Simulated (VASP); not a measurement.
Method: r2SCAN meta-GGA, VASP's PBE PAW potentials (set 64) (plane waves; VASP 6.6.1).

VASP input:

### KPOINTS
```
Automatic mesh
0
Gamma
9 9 13
0 0 0
```

**POSCAR**
```
Ge2Mo
1
    4.5716900842    -0.0000000322     0.0000000000
   -2.2858445599     3.9591996285     0.0000000000
   -0.0000000000     0.0000000000     2.6282738482
Mo Ge
1 2
Direct
  0.0000000000   0.0000000000   0.0000000000
  0.3333330000   0.6666670000   0.5000000000
  0.6666670000   0.3333330000   0.5000000000
```

INCAR:
```
# general
SYSTEM   =  Ge2Mo
PREC     =  Accurate
ENCUT    =  400   # plane-wave cut-off (eV)
LREAL    =  F   # projection in real space or not
LASPH    =  T

# electronic loop
EDIFF    =  1E-7   # SCF stop (eV)
NELM     =  100   # most electronic steps
ALGO     =  Normal   # blocked Davidson
LMAXMIX  =  4   # l cut-off of mixed one-centre charges
LMIXTAU  =  T

# smearing
ISMEAR   =  -5

# functional
METAGGA  =  R2SCAN

# ions
ISIF     =  2

# output
LWAVE    =  F
LCHARG   =  F
LORBIT   =  11
NEDOS    =  601   # DOS grid

# other
LEFG     =  T
```

File KPOINTS_OPT:
```
k-points along high-symmetry lines
6
Line-mode
Reciprocal
  0.000000   0.000000   0.000000 ! GAMMA
  0.500000   0.000000   0.000000 ! M

  0.500000   0.000000   0.000000 ! M
  0.333333   0.333333   0.000000 ! K

  0.333333   0.333333   0.000000 ! K
  0.000000   0.000000   0.000000 ! GAMMA

  0.000000   0.000000   0.000000 ! GAMMA
  0.000000   0.000000   0.500000 ! A

  0.000000   0.000000   0.500000 ! A
  0.500000   0.000000   0.500000 ! L

  0.500000   0.000000   0.500000 ! L
  0.333333   0.333333   0.500000 ! H

  0.333333   0.333333   0.500000 ! H
  0.000000   0.000000   0.500000 ! A

  0.500000   0.000000   0.500000 ! L
  0.500000   0.000000   0.000000 ! M

  0.333333   0.333333   0.500000 ! H
  0.333333   0.333333   0.000000 ! K
```

POTCAR, in this order: Mo_sv Ge_d (PBE.64 set). Program: vasp_std.

The run wrote:

OSZICAR:
```
       N       E                     dE             d eps       ncg     rms          rms(c)
DAV:   1     0.281270024095E+03    0.28127E+03   -0.19416E+04  5058   0.393E+03
DAV:   2    -0.226631029803E+02   -0.30393E+03   -0.30045E+03  4297   0.660E+02
DAV:   3    -0.599636528332E+02   -0.37301E+02   -0.36809E+02  4987   0.172E+02
DAV:   4    -0.611626934013E+02   -0.11990E+01   -0.11829E+01  4955   0.326E+01
DAV:   5    -0.611851639794E+02   -0.22471E-01   -0.22220E-01  5205   0.466E+00    0.148E+01
DAV:   6    -0.530237927659E+02    0.81614E+01   -0.96928E+00  4540   0.217E+01    0.310E+00
DAV:   7    -0.522323359482E+02    0.79146E+00   -0.29646E+00  4872   0.741E+00    0.225E+00
DAV:   8    -0.521872312473E+02    0.45105E-01   -0.27255E-01  5032   0.278E+00    0.972E-01
DAV:   9    -0.522462690347E+02   -0.59038E-01   -0.24068E-01  4291   0.287E+00    0.377E-01
DAV:  10    -0.522904847670E+02   -0.44216E-01   -0.75135E-02  4251   0.166E+00    0.118E-01
DAV:  11    -0.522849235727E+02    0.55612E-02   -0.34673E-03  4626   0.443E-01    0.994E-02
DAV:  12    -0.522918935641E+02   -0.69700E-02   -0.42116E-03  4397   0.383E-01    0.331E-02
DAV:  13    -0.522922729185E+02   -0.37935E-03   -0.75802E-04  4691   0.187E-01    0.162E-02
DAV:  14    -0.522921445647E+02    0.12835E-03   -0.19945E-04  4611   0.978E-02    0.167E-02
DAV:  15    -0.522923032451E+02   -0.15868E-03   -0.19787E-04  4515   0.725E-02    0.862E-03
DAV:  16    -0.522922923774E+02    0.10868E-04   -0.34865E-05  4557   0.534E-02    0.481E-03
DAV:  17    -0.522923122347E+02   -0.19857E-04   -0.30335E-06  4552   0.138E-02    0.148E-03
DAV:  18    -0.522923091489E+02    0.30858E-05   -0.13807E-06  4372   0.848E-03    0.827E-04
DAV:  19    -0.522923122204E+02   -0.30715E-05   -0.86021E-08  2879   0.242E-03    0.405E-04
DAV:  20    -0.522923105642E+02    0.16562E-05   -0.19850E-08  2194   0.116E-03    0.308E-04
DAV:  21    -0.522923112231E+02   -0.65893E-06   -0.10699E-08  2182   0.834E-04    0.471E-05
DAV:  22    -0.522923107582E+02    0.46488E-06   -0.16243E-09  2159   0.382E-04    0.585E-05
DAV:  23    -0.522923109059E+02   -0.14764E-06   -0.48235E-10  2175   0.243E-04    0.228E-05
DAV:  24    -0.522923108731E+02    0.32785E-07   -0.33260E-10  2149   0.138E-04
   1 F= -.52292311E+02 E0= -.52292311E+02  d E =0.000000E+00
       N       E                     dE             ncg
```

File OUTCAR:
```
------------------------ aborting loop because EDIFF is reached ----------------------------------------
  FORCE on cell =-STRESS in cart. coord.  units (eV):
  Direction    XX          YY          ZZ          XY          YZ          ZX
  --------------------------------------------------------------------------------------
  Total        0.2400082      0.2400082     -0.1344106      0.0000000      0.0000000      0.0000000
  in kB        8.0831738      8.0831733     -4.5267801      0.0000009      0.0000000      0.0000000
  external PRESSURE =       3.8798557 kB  Pullay stress =       0.0000000 kB
  volume of cell :       47.57
      direct lattice vectors                 reciprocal lattice vectors
     4.571690084 -0.000000032  0.000000000     0.218737488  0.126288125  0.000000000
    -2.285844560  3.959199628  0.000000000     0.000000002  0.252576303  0.000000000
     0.000000000  0.000000000  2.628273848     0.000000000  0.000000000  0.380477856
 POSITION                                       TOTAL-FORCE (eV/Angst)
 -----------------------------------------------------------------------------------
      0.00000      0.00000      0.00000         0.000000      0.000000      0.000000
     -0.00000      2.63947      1.31414         0.000000      0.000000      0.000000
      2.28585      1.31973      1.31414        -0.000000     -0.000000      0.000000
 -----------------------------------------------------------------------------------
    total drift:                                0.000000      0.000000      0.000000
  FREE ENERGIE OF THE ION-ELECTRON SYSTEM (eV)
  ---------------------------------------------------
  free  energy   TOTEN  =       -52.2923108731 eV

  energy  without entropy=      -52.2923108731  energy(sigma->0) =      -52.29231087

 total charge

# of ion       s       p       d       tot
------------------------------------------
    1        2.259   6.117   3.998  12.374
    2        1.162   1.142  10.087  12.392
    3        1.162   1.142  10.087  12.392
--------------------------------------------------
tot          4.583   8.402  24.173  37.157

 Electric field gradients after diagonalization (V/A^2)
 (convention: |V_zz| > |V_xx| > |V_yy|)
----------------------------------------------------------------------
 ion       V_xx      V_yy      V_zz     asymmetry (V_yy - V_xx)/ V_zz
----------------------------------------------------------------------
   1      10.795    10.790   -21.585       0.000
   2     -10.668   -10.666    21.333       0.000
   3     -10.668   -10.666    21.333       0.000
```
(Selected blocks of OUTCAR.)

**OUTCAR**
```
 val. band max:       10.4068158863   @ k =   0.2222   0.2222   0.1538

 cond. band min:       9.7016632116   @ k =   0.0000   0.0000   0.4615


 Fermi energy:        10.2541903992

 k-point     1 :       0.0000    0.0000    0.0000
  band No.  band energies     occupation
      1     -53.0266      2.00000
      2     -26.3884      2.00000
      3     -26.3884      2.00000
      4     -25.7304      2.00000
      5     -15.7747      2.00000
      6     -15.6722      2.00000
      7     -15.5987      2.00000
      8     -15.5986      2.00000
      9     -15.5250      2.00000
     10     -15.5250      2.00000
     11     -15.5204      2.00000
     12     -15.5204      2.00000
     13     -15.4686      2.00000
     14     -15.4686      2.00000
     15      -4.3101      2.00000
     16       3.1424      2.00000
     17       4.1403      2.00000
     18       4.1403      2.00000
     19       6.0432      2.00000
     20       9.2684      2.00000
     21       9.2685      2.00000
     22      12.1043      0.00000
     23      12.1043      0.00000
     24      13.0104      0.00000
     25      13.0104      0.00000

 k-point     2 :       0.1111    0.0000    0.0000
  band No.  band energies     occupation
      1     -53.0265      2.00000
      2     -26.3893      2.00000
      3     -26.3884      2.00000
      4     -25.7302      2.00000
      5     -15.7728      2.00000
      6     -15.6783      2.00000
      7     -15.6076      2.00000
      8     -15.5994      2.00000
      9     -15.5257      2.00000
     10     -15.5238      2.00000
     11     -15.5159      2.00000
     12     -15.5109      2.00000
     13     -15.4694      2.00000
     14     -15.4677      2.00000
     15      -4.1848      2.00000
     16       2.1206      2.00000
     17       4.1794      2.00000
     18       5.2922      2.00000
     19       5.9989      2.00000
     20       8.7716      2.00000
     21       9.0908      2.00000
     22      12.0588      0.00000
     23      12.1009      0.00000
...
```

For a metal the tetrahedron method with Blöchl corrections gives inexact stress and forces.

The structure was generated: Ge2Mo was put into the AlB2 type (P6/mmm), which need not be its known phase. It was relaxed first, which changed the volume by -44 %.
